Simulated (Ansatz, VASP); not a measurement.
# LiNbP2: VASP beside Ansatz

File INCAR:

```
PREC = Accurate
ENCUT = 600
EDIFF = 1E-7
ISMEAR = 0
SIGMA = 0.01
LREAL = F
LASPH = T
NELM = 60
ALGO = Fast
ISIF = 3
LWAVE = F
LCHARG = F
GGA = PE
IBRION = 2
NSW = 100
EDIFFG = -0.01
```

File KPOINTS:

```
regular mesh
0
Gamma
  12 12 8
```

File POSCAR:

```
LiNbP2
1.0
    3.6246532199      0.0000000000      0.0000000000
   -1.8123266100      3.1390417684      0.0000000000
    0.0000000000      0.0000000000      5.4278782281
Li Nb P
1 1 2
Direct
    0.0000000000      0.0000000000      0.0000000000
    0.0000000000      0.0000000000      0.5000000000
    0.3333333333      0.6666666667      0.2316690363
    0.3333333333      0.6666666667      0.7683309637
```

Input for Ansatz:

```yaml
crystal:
  lattice:
    - [3.6246532199, 0.0, 0.0]
    - [-1.81232661, 3.1390417684, 0.0]
    - [0.0, 0.0, 5.4278782281]
  atoms:
    - { symbol: Li, position: [0.0, 0.0, 0.0] }
    - { symbol: Nb, position: [0.0, 0.0, 0.5] }
    - { symbol: P, position: [0.3333333333, 0.6666666667, 0.2316690363] }
    - { symbol: P, position: [0.3333333333, 0.6666666667, 0.7683309637] }
basis:
  ecutwfc: 420
kpoints:
  mp_grid: { grid: [12, 12, 8] }
hamiltonian:
  xc: pbe
scf:
  occupations: { method: gaussian, width: 0.01 }
output:
  forces: true
  stress: true
  eigenvalues: true
relax:
  adjacent_minimum: "off"
  f_tol: 0.01
  max_steps: 80
  cell: { stress_tol: 0.05 }
```

Alike in both runs: task relaxation of cell and atoms; functional PBE; k mesh 12 × 12 × 8; occupations gaussian, width 0.01 eV; no spin polarisation.

```csv
,VASP,Ansatz
version,VASP 6.6.1,Ansatz 0.2.0
potentials or method,"VASP PAW PBE potentials, release 64 (Li_sv, Nb_sv, P)","scalar-relativistic, plane waves, PAW"
plane-wave cutoff (eV),600,420
valence electrons in the cell,26,26
```

```csv
,VASP,Ansatz,Ansatz less VASP
"gap on the k mesh at the Fermi level, each at its own relaxed structure (eV)",none,none,-
relaxed volume (Å³/atom),15.45,15.47,+0.019
relaxed cell length with the largest relative difference (Å),3.622,3.624,+0.0017
energy change over the relaxation (meV/atom),-1,0,+1.0
```

A gap of «none» marks a metal or a gap that the smearing closes.

Caveats: the cutoff is under 1.25 times the usual one of these potentials, so pressure, stress and relaxed cells hold a basis-set (Pulay) error (VASP).
